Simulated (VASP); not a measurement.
Write the native input for VASP 6.6.1 that does the following.

```yaml
Task: single point
Functional: PBE
Potentials_or_basis: VASP PAW PBE potentials, release 64 (K_sv, Ru_pv)
Cutoff: 520 eV
k_mesh: 11 × 11 × 5
Occupations: fermi-dirac, width 0.05 eV
Spin: no spin polarisation
Further_INCAR_settings: ALGO = Normal; EDIFF = 1e-07; NBANDS = 18
```

The structure of KRu lies in POSCAR:

```
KRu
1.0
    2.8214200000      0.0000000000      0.0000000000
   -1.4107100000      2.4434200000      0.0000000000
    0.0000000000      0.0000000000      5.7468000000
K Ru
1 1
Direct
    0.0166910000     -0.0080630000      0.5046070000
    0.6704710000      0.3415350000      0.0045810000
```

The cell was built by a generator and needn't be a form met in nature.

The cell isn't the ideal one: atoms moved at random, drawn with an rms of 0.05 Å.

These files were run (other wordings do the same):

INCAR

```
PREC = Accurate
ENCUT = 520
EDIFF = 1E-7
ISMEAR = -1
SIGMA = 0.05
LREAL = F
LASPH = T
NELM = 60
ALGO = Normal
ISIF = 2
LWAVE = F
LCHARG = F
GGA = PE
NBANDS = 18
```

KPOINTS

```
Automatic mesh
0
Gamma
  11 11 5
```

Potentials or basis: VASP PAW PBE potentials, release 64 (K_sv, Ru_pv).

Run with:

```sh
$ cat potpaw_PBE.64/K_sv/POTCAR potpaw_PBE.64/Ru_pv/POTCAR > POTCAR
$ mpirun -np 1 vasp_std > vasp.out
```

Results of the run:

The pressure is 0.3 GPa. The largest force is 0.018 eV/Å and the band gap on the k mesh is none (metal or under the smearing width).

Wall time 3.3 min on 1 thread of Intel(R) Xeon(R) Platinum 8259CL CPU @ 2.50GHz (Skylake/Cascade Lake), on a shared host, peak memory 0.34 GiB.
